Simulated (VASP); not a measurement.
All values below come from LDA (Ceperley-Alder, Perdew-Zunger), VASP's LDA PAW potentials (set 64) (plane waves; VASP).

Input for VASP

**POSCAR**
```
Ta2N
2.9240370
  1.0000000000   0.0000000000   0.0000000000
 -0.4999998290   0.8660256351   0.0000000000
  0.0000000000   0.0000000000   5.5919490759
N Ta
1 2
Direct
  0.0000000000   0.0000000000   0.5000000000
  0.3333330000   0.6666670000   0.5718930000
  0.6666670000   0.3333330000   0.4281070000
```

**INCAR**
```
! general
SYSTEM  = Ta2N
PREC    = Accurate
ENCUT   = 400
LREAL   = F
LASPH   = T

! electronic loop
EDIFF   = 1E-6
NELM    = 100
ALGO    = Normal
LMAXMIX = 6

! smearing
ISMEAR  = 1
SIGMA   = 0.2

! ions
ISIF    = 2

! output
LWAVE   = F
LCHARG  = F
LORBIT  = 11
NEDOS   = 601
```

**KPOINTS**
```
Automatic mesh
0
Gamma
20 20 1
0 0 0
```

POTCAR, in this order: N Ta_pv (LDA.64 set). Program: vasp_std.

The cell holds a wide vacuum, so values per volume refer to the whole cell. Gaps are read on the run's mesh, which can miss a band edge. Unless said otherwise, spin-orbit coupling is left out, though it shifts the bands of the heavy elements here.

### Question
What does the run give for the energy per atom (σ→0), largest force, band gap (on the k-mesh)?

### Answer

```
Quantity                                                     Value
------------------------  ----------------------------------------
energy per atom (σ→0)                              -11.333 eV/atom
band gap (on the k-mesh)  none (metal, semimetal or under 0.01 eV)
largest force                                      0.05191 Ry/bohr
```

File OSZICAR:
```
...
DAV:  14    -0.340008402316E+02   -0.15837E-03   -0.77778E-05  1653   0.357E-02    0.778E-03
DAV:  15    -0.340009166569E+02   -0.76425E-04   -0.15518E-05  2040   0.206E-02    0.606E-03
DAV:  16    -0.340010145057E+02   -0.97849E-04   -0.11367E-05  1673   0.191E-02    0.391E-03
DAV:  17    -0.340010462435E+02   -0.31738E-04   -0.21632E-06  1370   0.854E-03    0.169E-03
DAV:  18    -0.340010620458E+02   -0.15802E-04   -0.13189E-06  1166   0.502E-03    0.692E-04
DAV:  19    -0.340010641988E+02   -0.21530E-05   -0.10891E-07   942   0.185E-03    0.230E-04
DAV:  20    -0.340010648299E+02   -0.63112E-06   -0.46224E-08   843   0.925E-04
   1 F= -.34001065E+02 E0= -.33999096E+02  d E =-.590694E-02
```

The cell is a sheet with vacuum, built from a generated structure.
